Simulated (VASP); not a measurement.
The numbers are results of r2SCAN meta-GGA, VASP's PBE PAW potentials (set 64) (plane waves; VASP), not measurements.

VASP ran on this input.

File KPOINTS:
```
Automatic mesh
0
Gamma
7 7 4
0 0 0
```

**POSCAR**
```
PtS2
1.0
  1.8082268530  -3.1319408530   0.0000000000
  1.8082268530   3.1319408530   0.0000000000
  0.0000000000   0.0000000000   5.7056854512
Pt S
1 2
Cart
  0.0000000000   0.0000000000   0.0000000000
  1.8082268530   1.0439823723   1.2582806449
  1.8082268530  -1.0439823723   4.4474048063
```

INCAR:
```
SYSTEM = PtS2
PREC = Accurate; ENCUT = 520; LREAL = .False.
LASPH = .True.
EDIFF = 1E-7; NELM = 100; ALGO = Normal
LMAXMIX = 6; LMIXTAU = .True.
ISMEAR = 0; SIGMA = 0.05
METAGGA = R2SCAN
IBRION = 2; NSW = 30; ISIF = 4
EDIFFG = -0.01
LWAVE = .False.; LCHARG = .False.
```

POTCAR, in this order: Pt S (PBE.64 set). Program: vasp_std.

The run wrote:

**OSZICAR**
```
...
DAV:   1    -0.688488304126E+02   -0.46067E-02   -0.47146E+00   840   0.138E+01    0.168E+00
DAV:   2    -0.688622119199E+02   -0.13382E-01   -0.18760E-01  1078   0.347E+00    0.643E-01
DAV:   3    -0.688631539280E+02   -0.94201E-03   -0.10329E-02   875   0.101E+00    0.362E-01
DAV:   4    -0.688624005703E+02    0.75336E-03   -0.82485E-03  1043   0.711E-01    0.117E-01
DAV:   5    -0.688629530049E+02   -0.55243E-03   -0.20120E-03   882   0.487E-01    0.646E-02
DAV:   6    -0.688631420139E+02   -0.18901E-03   -0.82985E-04   896   0.316E-01    0.710E-02
DAV:   7    -0.688633528693E+02   -0.21086E-03   -0.35865E-04   840   0.190E-01    0.126E-02
DAV:   8    -0.688633874889E+02   -0.34620E-04   -0.29304E-05  1015   0.611E-02    0.537E-03
DAV:   9    -0.688633799957E+02    0.74932E-05   -0.83710E-06   938   0.303E-02    0.457E-03
DAV:  10    -0.688633875861E+02   -0.75904E-05   -0.67006E-06   854   0.274E-02    0.146E-03
DAV:  11    -0.688633845322E+02    0.30539E-05   -0.76049E-07   966   0.872E-03    0.261E-03
DAV:  12    -0.688633846870E+02   -0.15474E-06   -0.13461E-07   785   0.390E-03    0.605E-04
DAV:  13    -0.688633839364E+02    0.75055E-06   -0.68944E-08   623   0.260E-03    0.537E-04
DAV:  14    -0.688633842434E+02   -0.30692E-06   -0.15305E-08   462   0.116E-03    0.516E-04
DAV:  15    -0.688633842039E+02    0.39499E-07   -0.17681E-09   462   0.386E-04
   3 F= -.68863384E+02 E0= -.68863384E+02  d E =-.679415E-01
       N       E                     dE             d eps       ncg     rms          rms(c)
DAV:   1    -0.688634122986E+02   -0.28055E-04   -0.38349E-02   840   0.124E+00    0.141E-01
DAV:   2    -0.688634774191E+02   -0.65121E-04   -0.15032E-03  1092   0.313E-01    0.598E-02
DAV:   3    -0.688634993913E+02   -0.21972E-04   -0.10921E-04   868   0.107E-01    0.334E-02
DAV:   4    -0.688634950169E+02    0.43744E-05   -0.73730E-05   987   0.702E-02    0.135E-02
DAV:   5    -0.688635034560E+02   -0.84390E-05   -0.18970E-05   875   0.475E-02    0.748E-03
DAV:   6    -0.688635040315E+02   -0.57555E-06   -0.72102E-06   910   0.288E-02    0.784E-03
DAV:   7    -0.688635058840E+02   -0.18525E-05   -0.33972E-06   854   0.181E-02    0.111E-03
DAV:   8    -0.688635064540E+02   -0.56995E-06   -0.10981E-07   938   0.342E-03    0.685E-04
DAV:   9    -0.688635057007E+02    0.75326E-06   -0.77959E-08   644   0.294E-03    0.379E-04
DAV:  10    -0.688635062386E+02   -0.53793E-06   -0.37222E-08   525   0.193E-03    0.113E-04
DAV:  11    -0.688635061457E+02    0.92969E-07   -0.48567E-09   434   0.624E-04
   4 F= -.68863506E+02 E0= -.68863506E+02  d E =-.680634E-01
       N       E                     dE             d eps       ncg     rms          rms(c)
DAV:   1    -0.688860815195E+02   -0.22575E-01   -0.94939E-01   840   0.719E+00    0.953E-01
DAV:   2    -0.688709729286E+02    0.15109E-01   -0.43348E-02  1015   0.192E+00    0.414E-01
DAV:   3    -0.688689227748E+02    0.20502E-02   -0.72338E-03  1078   0.703E-01    0.220E-01
DAV:   4    -0.688685967336E+02    0.32604E-03   -0.28900E-03  1092   0.415E-01    0.956E-02
DAV:   5    -0.688686801859E+02   -0.83452E-04   -0.52171E-04   966   0.201E-01    0.374E-02
DAV:   6    -0.688686834439E+02   -0.32580E-05   -0.21224E-04   931   0.151E-01    0.201E-02
DAV:   7    -0.688687654551E+02   -0.82011E-04   -0.12369E-04   868   0.109E-01    0.734E-03
DAV:   8    -0.688687911649E+02   -0.25710E-04   -0.13464E-05   987   0.401E-02    0.459E-03
DAV:   9    -0.688687874472E+02    0.37177E-05   -0.30137E-06  1015   0.179E-02    0.161E-03
DAV:  10    -0.688687914320E+02   -0.39847E-05   -0.10733E-06   896   0.108E-02    0.534E-04
DAV:  11    -0.688687903413E+02    0.10906E-05   -0.11660E-07   772   0.410E-03    0.297E-04
DAV:  12    -0.688687910419E+02   -0.70061E-06   -0.14822E-08   581   0.135E-03    0.146E-04
DAV:  13    -0.688687905891E+02    0.45283E-06   -0.50771E-09   455   0.792E-04    0.122E-04
DAV:  14    -0.688687910396E+02   -0.45055E-06   -0.47289E-09   462   0.761E-04    0.451E-05
DAV:  15    -0.688687908016E+02    0.23807E-06   -0.17081E-09   448   0.403E-04    0.246E-05
DAV:  16    -0.688687908844E+02   -0.82796E-07   -0.16923E-10   427   0.120E-04
   5 F= -.68868791E+02 E0= -.68868791E+02  d E =-.528474E-02
       N       E                     dE             d eps       ncg     rms          rms(c)
DAV:   1    -0.688749093269E+02   -0.61185E-02   -0.29389E-01   847   0.400E+00    0.524E-01
DAV:   2    -0.688702684732E+02    0.46409E-02   -0.13316E-02  1008   0.107E+00    0.228E-01
DAV:   3    -0.688696435619E+02    0.62491E-03   -0.22555E-03  1071   0.391E-01    0.122E-01
DAV:   4    -0.688695437628E+02    0.99799E-04   -0.87311E-04  1085   0.228E-01    0.528E-02
DAV:   5    -0.688695642178E+02   -0.20455E-04   -0.16257E-04   980   0.113E-01    0.206E-02
DAV:   6    -0.688695693242E+02   -0.51063E-05   -0.66657E-05   910   0.847E-02    0.112E-02
DAV:   7    -0.688695910892E+02   -0.21765E-04   -0.38228E-05   868   0.609E-02    0.402E-03
DAV:   8    -0.688696007354E+02   -0.96462E-05   -0.41618E-06  1001   0.224E-02    0.247E-03
DAV:   9    -0.688695985773E+02    0.21581E-05   -0.92276E-07  1001   0.997E-03    0.919E-04
DAV:  10    -0.688696004482E+02   -0.18709E-05   -0.30783E-07   886   0.581E-03    0.276E-04
DAV:  11    -0.688695997906E+02    0.65760E-06   -0.35941E-08   672   0.226E-03    0.157E-04
DAV:  12    -0.688696001967E+02   -0.40604E-06   -0.48494E-09   462   0.775E-04    0.787E-05
DAV:  13    -0.688695999195E+02    0.27717E-06   -0.18480E-09   455   0.474E-04    0.648E-05
DAV:  14    -0.688696001899E+02   -0.27042E-06   -0.16306E-09   441   0.446E-04    0.247E-05
DAV:  15    -0.688696000608E+02    0.12908E-06   -0.54272E-10   427   0.224E-04    0.106E-05
DAV:  16    -0.688696001039E+02   -0.43087E-07   -0.48098E-11   420   0.656E-05
   6 F= -.68869600E+02 E0= -.68869600E+02  d E =-.609396E-02
       N       E                     dE             d eps       ncg     rms          rms(c)
DAV:   1    -0.688696150554E+02   -0.14995E-04   -0.90736E-04   847   0.222E-01    0.287E-02
DAV:   2    -0.688696000537E+02    0.15002E-04   -0.40509E-05  1022   0.589E-02    0.125E-02
DAV:   3    -0.688695987114E+02    0.13423E-05   -0.70068E-06  1050   0.217E-02    0.673E-03
DAV:   4    -0.688695980378E+02    0.67362E-06   -0.26348E-06  1099   0.125E-02    0.290E-03
DAV:   5    -0.688695986441E+02   -0.60634E-06   -0.49421E-07   973   0.625E-03    0.115E-03
DAV:   6    -0.688695981582E+02    0.48589E-06   -0.19860E-07   694   0.474E-03    0.597E-04
DAV:   7    -0.688695987295E+02   -0.57125E-06   -0.12249E-07   644   0.332E-03    0.210E-04
DAV:   8    -0.688695985184E+02    0.21109E-06   -0.15127E-08   448   0.127E-03    0.109E-04
DAV:   9    -0.688695986597E+02   -0.14128E-06   -0.37206E-09   427   0.615E-04    0.734E-05
DAV:  10    -0.688695985872E+02    0.72453E-07   -0.10647E-09   420   0.325E-04
   7 F= -.68869599E+02 E0= -.68869599E+02  d E =-.609244E-02
       N       E                     dE             d eps       ncg     rms          rms(c)
DAV:   1    -0.688696036178E+02   -0.49581E-05   -0.21756E-03   840   0.293E-01    0.329E-02
DAV:   2    -0.688696055851E+02   -0.19674E-05   -0.85199E-05  1099   0.739E-02    0.143E-02
DAV:   3    -0.688696079954E+02   -0.24103E-05   -0.62854E-06   868   0.262E-02    0.796E-03
DAV:   4    -0.688696067035E+02    0.12919E-05   -0.39326E-06   973   0.164E-02    0.343E-03
DAV:   5    -0.688696078865E+02   -0.11829E-05   -0.94849E-07   882   0.107E-02    0.198E-03
DAV:   6    -0.688696073336E+02    0.55282E-06   -0.26896E-07   789   0.559E-03    0.188E-03
DAV:   7    -0.688696079134E+02   -0.57979E-06   -0.14852E-07   673   0.369E-03    0.182E-04
DAV:   8    -0.688696077721E+02    0.14136E-06   -0.87084E-09   469   0.918E-04    0.175E-04
DAV:   9    -0.688696079593E+02   -0.18721E-06   -0.54616E-09   441   0.762E-04    0.121E-04
DAV:  10    -0.688696078252E+02    0.13410E-06   -0.28379E-09   427   0.520E-04    0.377E-05
DAV:  11    -0.688696078466E+02   -0.21442E-07   -0.33066E-10   420   0.154E-04
   8 F= -.68869608E+02 E0= -.68869608E+02  d E =-.925942E-05
```

**OUTCAR**
```
------------------------ aborting loop because EDIFF is reached ----------------------------------------
  FORCE on cell =-STRESS in cart. coord.  units (eV):
  Direction    XX          YY          ZZ          XY          YZ          ZX
  --------------------------------------------------------------------------------------
  Total       -0.1715859     -0.1715859     -0.1618753     -0.0000000     -0.0000000     -0.0000000
  in kB       -4.2539070     -4.2539071     -4.0131646     -0.0000000     -0.0000000     -0.0000000
  external PRESSURE =      -4.1736596 kB  Pullay stress =       0.0000000 kB
  volume of cell :       64.63
      direct lattice vectors                 reciprocal lattice vectors
     1.773626864 -3.072011895 -0.000000000     0.281908224 -0.162759786  0.000000000
     1.773626864  3.072011895  0.000000000     0.281908224  0.162759786  0.000000000
    -0.000000000  0.000000000  5.930470374     0.000000000 -0.000000000  0.168620689
 POSITION                                       TOTAL-FORCE (eV/Angst)
 -----------------------------------------------------------------------------------
      0.00000     -0.00000      0.00000         0.000000     -0.000000      0.000000
      1.77363      1.02401      1.23540        -0.000000      0.000000      0.003183
      1.77363     -1.02401      4.69507         0.000000     -0.000000     -0.003183
 -----------------------------------------------------------------------------------
    total drift:                               -0.000000      0.000000      0.000000
  FREE ENERGIE OF THE ION-ELECTRON SYSTEM (eV)
  ---------------------------------------------------
  free  energy   TOTEN  =       -68.8696078466 eV

  energy  without entropy=      -68.8696078466  energy(sigma->0) =      -68.86960785

 reached required accuracy - stopping structural energy minimisation
```
(Selected blocks of OUTCAR.)

CONTCAR:
```
PtS2
   1.00000000000000
     1.7736268643754656   -3.0720118952443629   -0.0000000000000000
     1.7736268643754656    3.0720118952443629    0.0000000000000000
    -0.0000000000000000    0.0000000000000000    5.9304703741181690
  Pt              S
     1     2
Direct
     0.0000000000000000    0.0000000000000000    0.0000000000000000
     0.3333330000000032    0.6666669999999968    0.2083144173828170
     0.6666669999999968    0.3333330000000032    0.7916855826171831
```

The compound is PtS2 in the 1T layered structure. This cell is one point of a volume scan, at 1.06 of the reference volume. Symmetry was kept, so distortions that lower it aren't found.
